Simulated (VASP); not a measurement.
# Sb (R-3m) in VASP: notebook, part 2 of 2

VASP 6.6.1. The steps go on from the part before.

## 3. Relaxation of the atoms, PBE+D3(BJ) (a relaxed cell with its volume scaled by 1.02)

INCAR reads:

```
SYSTEM = Sb
ALGO = Fast
EDIFF = 1E-7
EDIFFG = -0.002
ENCUT = 350
GGA = PE
IBRION = 2
ISIF = 2
ISMEAR = 0
IVDW = 12
LASPH = .TRUE.
LCHARG = .FALSE.
LREAL = .FALSE.
LWAVE = .FALSE.
NELM = 100
NSW = 80
PREC = Accurate
SIGMA = 0.02
```

KPOINTS reads:

```
k-points
0
G
  9 9 9
  0 0 0
```

POSCAR reads:

```
Sb                                      
1.0
    2.1773534093      1.2570955771      3.7083616492
   -2.1773534093      1.2570955771      3.7083616492
    0.0000000000     -2.5141911542      3.7083616492
  Sb            
     2
Direct
     0.2361306927812166    0.2361306927812166    0.2361306927812166
     0.7638693072187834    0.7638693072187834    0.7638693072187834
```

Potentials or basis: VASP PAW PBE potentials, release 64 (Sb).

Run with:

```console
$ cat potpaw_PBE.64/Sb/POTCAR > POTCAR
$ mpirun -np 1 vasp_std > vasp.out
```

It took 44 s on 1 thread of Intel Xeon Platinum 8488C (Sapphire Rapids), shared host; peak memory 0.17 GiB.

It converged, with:

```
Free energy                : -9.2043 eV
Energy gained by relaxing  : 0.4 meV/atom
Ionic steps                : 4
Pressure after relaxing    : -0.9 GPa
Band gap on the k mesh     : 0.11 eV, indirect (least direct gap 0.46 eV)
Dispersion energy per atom : -0.469 eV
```

Stress tensor (GPa, compression positive):
```
-1.02  0.00  0.00
 0.00 -1.02  0.00
 0.00  0.00 -0.72
```

Step by step:
| step | energy change (eV) | largest force (eV/Å) | pressure (GPa) |
| --- | --- | --- | --- |
| 1 | 0.0000 | 0.0846 | -1.13 |
| 2 | -0.0005 | 0.0476 | -1.03 |
| 3 | -0.0008 | 0.0057 | -0.93 |
| 4 | -0.0008 | 0.0001 | -0.92 |

Final structure:
```cif
data_structure
_symmetry_space_group_name_H-M 'P 1'
_symmetry_Int_Tables_number 1
_cell_length_a 4.4803
_cell_length_b 4.4803
_cell_length_c 4.4803
_cell_angle_alpha 58.154
_cell_angle_beta 58.154
_cell_angle_gamma 58.154
_cell_volume 60.90
loop_
_atom_site_label
_atom_site_type_symbol
_atom_site_fract_x
_atom_site_fract_y
_atom_site_fract_z
_atom_site_occupancy
Sb1 Sb 0.23530 0.23530 0.23530 1
Sb2 Sb 0.76470 0.76470 0.76470 1
```

Levels at points of the mesh, in eV from the valence-band top:
```tsv
k point	band 2	band 3	band 4	band 5	band 6	band 7	band 8	band 9
(0.00, 0.00, 0.00)	-4.72	-1.81	-1.71	-1.71	2.34	2.85	2.85	5.07
```

Caveat: spin-orbit coupling is left out, which moves the levels of the heavy elements; an odd mesh through Γ misses points on the zone boundary, where band edges often lie.

## 4. Vibrations by finite differences, PBE+D3(BJ)

INCAR reads:

```
PREC     = Accurate       # precision mode
ENCUT    = 350            # plane-wave cutoff, eV
EDIFF    = 1E-8           # SCF threshold, eV
ISMEAR   = 0              # smearing method
SIGMA    = 0.02           # smearing width, eV
LREAL    = False          # projectors in reciprocal space
LASPH    = True           # aspherical terms in the spheres
NELM     = 100            # most SCF steps
ALGO     = Fast           # electronic algorithm
ISIF     = 2              # what is computed and relaxed
LWAVE    = False          # write WAVECAR
LCHARG   = False          # write CHGCAR
GGA      = PE             # functional
IVDW     = 12             # dispersion correction
NBANDS   = 12             # bands
IBRION   = 6              # ionic algorithm
NFREE    = 2            
POTIM    = 0.015          # step
NSW      = 1              # ionic steps
```

KPOINTS reads:

```
Automatic mesh
0
Gamma
  9 9 9
```

POSCAR reads:

```
Sb                                      
1.0
    2.1485108952      1.2404433438      3.6592384923
   -2.1485108952      1.2404433438      3.6592384923
    0.0000000000     -2.4808866876      3.6592384923
  Sb            
     2
Direct
     0.2373000166772729    0.2373000166772729    0.2373000166772729
     0.7626999833227271    0.7626999833227271    0.7626999833227271
```

Potentials or basis: VASP PAW PBE potentials, release 64 (Sb).

Run with:

```console
$ cat potpaw_PBE.64/Sb/POTCAR > POTCAR
$ mpirun -np 1 vasp_std > vasp.out
```

OUTCAR:

```text
PREC = Accurate
   ENCUT = 350
   EDIFF = 1E-8
   ISMEAR = 0
   LREAL = False
   LASPH = True
   NELM = 100
   ISIF = 2
   GGA = PE
   IVDW = 12
   IBRION = 6
   NFREE = 2
   POTIM = 0.015
   NSW = 1
 IVDW          = 12

 ion  position               nearest neighbor table
   1  0.237  0.237  0.237-   2 2.93   2 2.93   2 2.93   2 3.26   2 3.26   2 3.26
   2  0.763  0.763  0.763-   1 2.93   1 2.93   1 2.93   1 3.26   1 3.26   1 3.26
[... 773 lines left out ...]

 INTERNAL STRAIN TENSOR FOR ION    2 for displacements in x,y,z  (eV/Angst):
          X           Y           Z          XY          YZ          ZX
  --------------------------------------------------------------------------------
  x    -0.00000    -0.00000     0.00000    -1.10167    -0.00000     2.07809
  y    -1.10167     1.10167     0.00000     0.00000     2.07810     0.00000
  z     4.97134     4.97134     6.70130     0.00000     0.00000     0.00000

 Eigenvectors and eigenvalues of the dynamical matrix
 ----------------------------------------------------

   1 f  =    3.945533 THz    24.790514 2PiTHz  131.608810 cm-1    16.317405 meV
             X         Y         Z           dx          dy          dz
      0.000000  0.000000  2.605012     0.000000   -0.000000    0.707107
      0.000000  0.000000  8.372703     0.000000    0.000000   -0.707107
[... 16 lines left out ...]
   5 f  =    0.000000 THz     0.000000 2PiTHz    0.000000 cm-1     0.000000 meV
             X         Y         Z           dx          dy          dz
      0.000000  0.000000  2.605012    -0.707107    0.000000    0.000000
      0.000000  0.000000  8.372703    -0.707107    0.000000    0.000000

   6 f/i=    0.000000 THz     0.000000 2PiTHz    0.000000 cm-1     0.000000 meV
             X         Y         Z           dx          dy          dz
      0.000000  0.000000  2.605012     0.000000    0.324257   -0.628377
      0.000000  0.000000  8.372703     0.000000    0.324257   -0.628377

 ELASTIC MODULI CONTR FROM IONIC RELAXATION (kBar)
 Direction    XX          YY          ZZ          XY          YZ          ZX
 --------------------------------------------------------------------------------
 XX        -226.3187   -122.7265   -235.2542     -0.0000     97.7037      0.0000
 YY        -122.7265   -226.3187   -235.2542      0.0000    -97.7037     -0.0000
 ZZ        -235.2542   -235.2542   -317.1196     -0.0000     -0.0000      0.0000
 XY          -0.0000      0.0000     -0.0000    -51.7961      0.0000     97.7036
 YZ          97.7037    -97.7037     -0.0000      0.0000   -184.2997     -0.0000
 ZX           0.0000     -0.0000      0.0000     97.7036     -0.0000   -184.2994
 --------------------------------------------------------------------------------
```

It took 3.1 min on 1 thread of Intel Xeon Platinum 8488C (Sapphire Rapids), shared host; peak memory 0.32 GiB.

Results:

```yaml
Highest_phonon_frequency_at_Γ: 132 cm⁻¹
Dispersion_energy_per_atom: -0.488 eV
```

Phonon frequencies in cm⁻¹ (negative: imaginary):
```tsv
q point	frequencies
(0.000, 0.000, 0.000)	0 0 0 54 54 132
```

Caveat: pairwise dispersion overbinds metals, which lowers pressure and volume.

## 5. Vibrations by finite differences, PBE+D3(BJ)

This run uses another cell than the first one, of 30.45 Å³/atom, 1.041 times its volume.

INCAR is that of step 4.

KPOINTS is that of step 4.

POSCAR reads:

```
Sb                                      
1.0
    2.1773534093      1.2570955771      3.7083616492
   -2.1773534093      1.2570955771      3.7083616492
    0.0000000000     -2.5141911542      3.7083616492
  Sb            
     2
Direct
     0.2353045987293189    0.2353045987293189    0.2353045987293189
     0.7646954012706813    0.7646954012706813    0.7646954012706813
```

Run with:

```console
$ cat potpaw_PBE.64/Sb/POTCAR > POTCAR
$ mpirun -np 1 vasp_std > vasp.out
```

It took 2.6 min on 1 thread of Intel Xeon Platinum 8488C (Sapphire Rapids), shared host; peak memory 0.33 GiB.

It converged, with:

| Item | Value |
| --- | --- |
| Highest phonon frequency at Γ | 146 cm⁻¹ |
| Dispersion energy per atom | -0.469 eV |

Phonon frequencies in cm⁻¹ (negative: imaginary):
```
              q point      frequencies
(0.000, 0.000, 0.000)  0 0 0 99 99 146
```

## 6. Summary

```tsv
task	cell	gap on the mesh (eV)	pressure (GPa)
relaxation of the atoms	atoms relaxed from: a relaxed cell with its volume scaled by 0.98	none	0.8
relaxation of the atoms	atoms relaxed from: a relaxed cell with its volume scaled by 1.02	0.11	-0.9
vibrations by finite differences	R-3m, 29.26 Å³/atom	-	-
vibrations by finite differences	R-3m, 30.45 Å³/atom	-	-
```

Alike in all rows: level PBE+D3(BJ); potentials or basis VASP PAW PBE potentials, release 64 (Sb); no spin polarisation; k mesh 9 × 9 × 9; cutoff (eV) 350; smearing gaussian 0.02 eV.

Caveats: pairwise dispersion overbinds metals, which lowers pressure and volume (some runs); spin-orbit coupling is left out, which moves the levels of the heavy elements (some runs); an odd mesh through Γ misses points on the zone boundary, where band edges often lie (some runs).

Total energies depend on the potentials used, so only differences within one code and one set of settings carry meaning.
